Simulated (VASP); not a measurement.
VASP runs on SrO (space group Fm-3m) share one base input (PBE GGA, plane waves, VASP's PBE PAW potentials (set 64)) and change the settings named in each case.

POSCAR:
```
SrO
1
    0.0000000000     2.5800000000     2.5800000000
    2.5800000000     0.0000000000     2.5800000000
    2.5800000000     2.5800000000     0.0000000000
Sr O
1 1
Direct
  0.0000000000   0.0000000000   0.0000000000
  0.5000000000   0.5000000000   0.5000000000
```

### KPOINTS
```
Automatic mesh
0
Gamma
  8 8 8
0 0 0
```

INCAR:
```
# general
SYSTEM  = SrO
PREC    = Accurate
ENCUT   = 400   # plane-wave cut-off (eV)
LREAL   = .FALSE.
LASPH   = .TRUE.

# electronic loop
EDIFF   = 1E-6   # SCF stop (eV)
NELM    = 100   # most electronic steps
ALGO    = Normal   # blocked Davidson
LMAXMIX = 4

# smearing
ISMEAR  = -1
SIGMA   = 0.05   # width (eV)

# functional
GGA     = PE   # PBE

# ions
ISIF    = 2

# output
LWAVE   = .FALSE.
LCHARG  = .FALSE.
```

POTCAR, in this order: Sr_sv O (PBE.64 set). Program: vasp_std.

```
change                                                                                                              E(σ→0) (eV/atom)  pressure (GPa)
------------------------------------------------------------------------------------------------------------------  ----------------  --------------
base run                                                                                                                     -6.0321           -0.59
GGA removed, POTCAR Sr_sv O (LDA.64 set)                                                                                     -6.6907               …
GGA_COMPAT = .FALSE., LNONCOLLINEAR = .TRUE., LSORBIT = .TRUE., MAGMOM = 0.0 0.0 0.0 0.0 0.0 0.0, program vasp_ncl           -6.0755               …
KPOINTS 3×3×3 Γ-centred mesh                                                                                                 -6.0199           -0.48
```

Problem. Complete the blanks.

Solution. 
- GGA_COMPAT = .FALSE., LNONCOLLINEAR = .TRUE., LSORBIT = .TRUE., MAGMOM = 0.0 0.0 0.0 0.0 0.0 0.0, program vasp_ncl, pressure (GPa): -0.60
- GGA removed, POTCAR Sr_sv O (LDA.64 set), pressure (GPa): -7.38

Energies of different potentials or functionals have different zeros.  At 400 eV the pressure can carry a Pulay error.

Left out are runs that ran out of time, are held back, or changed the cell or the kind of run, fixed moments of cells without a moment, rows past the twelfth, gaps on odd meshes, pressures of charged cells and columns that move by less than the noise.

The structure is a typed SrO crystal (Fm-3m). The cell was not relaxed at this level.
